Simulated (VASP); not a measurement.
Method: PBE GGA, VASP's PBE PAW potentials (set 64) (plane waves; VASP 6.6.1).

Input for VASP

**INCAR**
```
SYSTEM = RuAl
PREC = Accurate
ENCUT = 400
EDIFF = 1E-6
NELM = 100
ALGO = Normal
LREAL = .FALSE.
LASPH = .TRUE.
ISMEAR = 1
SIGMA = 0.1
GGA = PE
LMAXMIX = 4
LWAVE = .FALSE.
LCHARG = .FALSE.
IBRION = 2
ISIF = 3
NSW = 60
EDIFFG = -0.01
```

**POSCAR**
```
RuAl
1
    2.9900000000     0.0000000000     0.0000000000
    0.0000000000     2.9900000000     0.0000000000
    0.0000000000     0.0000000000     2.9900000000
Al Ru
1 1
Direct
  0.5000000000   0.5000000000   0.5000000000
  0.0000000000   0.0000000000   0.0000000000
```

KPOINTS:
```
K-points
0
gamma
11 11 11
0 0 0
```

POTCAR, in this order: Al Ru_pv (PBE.64 set). Program: vasp_std.

Problem. Predict the energy per atom (σ→0), volume per atom, band gap (on the k-mesh).

Solution. 
| Property | Value |
|---|---|
| energy per atom (σ→0) | -7.123 eV/atom |
| band gap (on the k-mesh) | none (metal, semimetal or under 0.01 eV) |
| volume per atom | 13.52 Å³/atom |

### OSZICAR
```
...
DAV:   1    -0.143627814922E+02   -0.12099E+00   -0.16870E+00  1372   0.182E+01    0.306E+00
DAV:   2    -0.142589808756E+02    0.10380E+00   -0.68965E-01  1392   0.978E+00    0.114E+00
DAV:   3    -0.142474002971E+02    0.11581E-01   -0.40108E-02  1388   0.234E+00    0.283E-01
DAV:   4    -0.142473416574E+02    0.58640E-04   -0.33572E-03  1388   0.424E-01    0.609E-02
DAV:   5    -0.142473606559E+02   -0.18998E-04   -0.57501E-05  1600   0.657E-02    0.443E-02
DAV:   6    -0.142473773052E+02   -0.16649E-04   -0.18545E-05  1452   0.398E-02    0.478E-03
DAV:   7    -0.142473776508E+02   -0.34554E-06   -0.41290E-07  1056   0.647E-03
   3 F= -.14247378E+02 E0= -.14246944E+02  d E =-.227312E-02
```

The compound is RuAl in the CsCl type structure. This run relaxes it. Symmetry was kept, so distortions that lower it aren't found. The electron count is odd and the run is not spin-polarised, which forces a metal.
